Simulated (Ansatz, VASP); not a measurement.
# Two plane-wave programs on AlGa

```
CELL_PARAMETERS angstrom
0.00000 2.69519 2.69519
2.69519 0.00000 2.69519
2.69519 2.69519 0.00000
ATOMIC_POSITIONS crystal
Al 0.50000 0.50000 0.50000
Ga 0.00000 0.00000 0.00000
```

Alike in both runs: functional PBE; k mesh 18 × 18 × 18; occupations gaussian, width 0.1 eV; no spin polarisation.

Ansatz relaxed the structure, and its values are those at the end. VASP's run is a single point on that final structure, the one shown.

```csv
,VASP,Ansatz
version,VASP 6.6.1,Ansatz 0.2.0
potentials or method,"VASP PAW PBE potentials, release 64 (Al, Ga_d)","scalar-relativistic, plane waves, PAW"
plane-wave cutoff (eV),520,420
valence electrons in the cell,16,16
```

```csv
,VASP,Ansatz,Ansatz less VASP
gap on the k mesh at the Fermi level (eV),none,none,-
pressure (GPa),0.0,0.0,+0.02
```

A gap of «none» marks a metal or a gap that the smearing closes.
